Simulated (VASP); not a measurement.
Output of a VASP run:

### OSZICAR
```
       N       E                     dE             d eps       ncg     rms          rms(c)
DAV:   1     0.241999971913E+02    0.24200E+02   -0.52645E+03  1512   0.130E+03
DAV:   2    -0.234038555499E+02   -0.47604E+02   -0.45815E+02  1512   0.189E+02
DAV:   3    -0.246763369372E+02   -0.12725E+01   -0.12510E+01  1828   0.429E+01
DAV:   4    -0.246986439287E+02   -0.22307E-01   -0.22272E-01  1902   0.488E+00
DAV:   5    -0.246991913087E+02   -0.54738E-03   -0.54729E-03  1818   0.702E-01    0.170E+01
DAV:   6    -0.248108567943E+02   -0.11167E+00   -0.77519E+01  1680   0.154E+02    0.170E+01
DAV:   7    -0.212228218415E+02    0.35880E+01   -0.33765E+01  1640   0.855E+01    0.283E+00
DAV:   8    -0.212310641623E+02   -0.82423E-02   -0.15825E-01  1595   0.422E+00    0.208E+00
DAV:   9    -0.212316516997E+02   -0.58754E-03   -0.25031E-01  1764   0.951E+00    0.953E-01
DAV:  10    -0.212223693224E+02    0.92824E-02   -0.84206E-02  1718   0.535E+00    0.175E-01
DAV:  11    -0.212239914005E+02   -0.16221E-02   -0.15844E-02  1602   0.241E+00    0.318E-01
DAV:  12    -0.212231867020E+02    0.80470E-03   -0.86353E-03  1618   0.173E+00    0.307E-02
DAV:  13    -0.212233874284E+02   -0.20073E-03   -0.22018E-04  1784   0.184E-01    0.251E-02
DAV:  14    -0.212233856236E+02    0.18048E-05   -0.32101E-05  1782   0.975E-02    0.957E-03
DAV:  15    -0.212233863864E+02   -0.76282E-06   -0.22312E-06  1655   0.195E-02    0.195E-03
DAV:  16    -0.212233864492E+02   -0.62846E-07   -0.41539E-07  1587   0.117E-02
   1 F= -.21223386E+02 E0= -.21222873E+02  d E =-.153893E-02
```

OUTCAR:
```
------------------------ aborting loop because EDIFF is reached ----------------------------------------
  FORCE on cell =-STRESS in cart. coord.  units (eV):
  Direction    XX          YY          ZZ          XY          YZ          ZX
  --------------------------------------------------------------------------------------
  Total        1.9522757      1.9522757      1.9522757      0.0000000     -0.0000000      0.0000000
  in kB      145.2656380    145.2656380    145.2656380      0.0000000     -0.0000000      0.0000000
  external PRESSURE =     145.2656380 kB  Pullay stress =       0.0000000 kB
  volume of cell :       21.53
      direct lattice vectors                 reciprocal lattice vectors
     2.782037258  0.000000000  0.000000000     0.359448817  0.000000000  0.000000000
     0.000000000  2.782037258  0.000000000     0.000000000  0.359448817  0.000000000
     0.000000000  0.000000000  2.782037258     0.000000000  0.000000000  0.359448817
 POSITION                                       TOTAL-FORCE (eV/Angst)
 -----------------------------------------------------------------------------------
      1.39102      1.39102      1.39102         0.000000      0.000000      0.000000
      0.00000      0.00000      0.00000         0.000000      0.000000      0.000000
 -----------------------------------------------------------------------------------
    total drift:                               -0.000000      0.000000      0.000000
  FREE ENERGIE OF THE ION-ELECTRON SYSTEM (eV)
  ---------------------------------------------------
  free  energy   TOTEN  =       -21.2233864492 eV

  energy  without entropy=      -21.2218475142  energy(sigma->0) =      -21.22287347
```
(Selected blocks of OUTCAR.)

File POSCAR:
```
FeAl
1
    2.7820372583     0.0000000000     0.0000000000
    0.0000000000     2.7820372583     0.0000000000
    0.0000000000     0.0000000000     2.7820372583
Al Fe
1 1
Direct
  0.5000000000   0.5000000000   0.5000000000
  0.0000000000   0.0000000000   0.0000000000
```

**Question.** Reconstruct the remaining input files.

**Answer.** One answer among several that fit: the input of the run itself, r2SCAN meta-GGA, plane waves, VASP's PBE PAW potentials (set 64).

### KPOINTS
```
kpoints
0
gamma
13 13 13
0 0 0
```

**INCAR**
```
SYSTEM = FeAl
PREC = Accurate
ENCUT = 520
EDIFF = 1E-7
NELM = 100
ALGO = Normal
LREAL = .FALSE.
LASPH = .TRUE.
ISMEAR = 1
SIGMA = 0.1
METAGGA = R2SCAN
LMIXTAU = .TRUE.
LMAXMIX = 4
LWAVE = .FALSE.
LCHARG = .FALSE.
ISIF = 2
```

POTCAR, in this order: Al Fe (PBE.64 set). Program: vasp_std.

The compound is FeAl in the CsCl type structure. This cell is one point of a volume scan, at 0.94 of the reference volume. The run is not spin-polarised, so no magnetic state was tried. The electron count is odd and the run is not spin-polarised, which forces a metal.
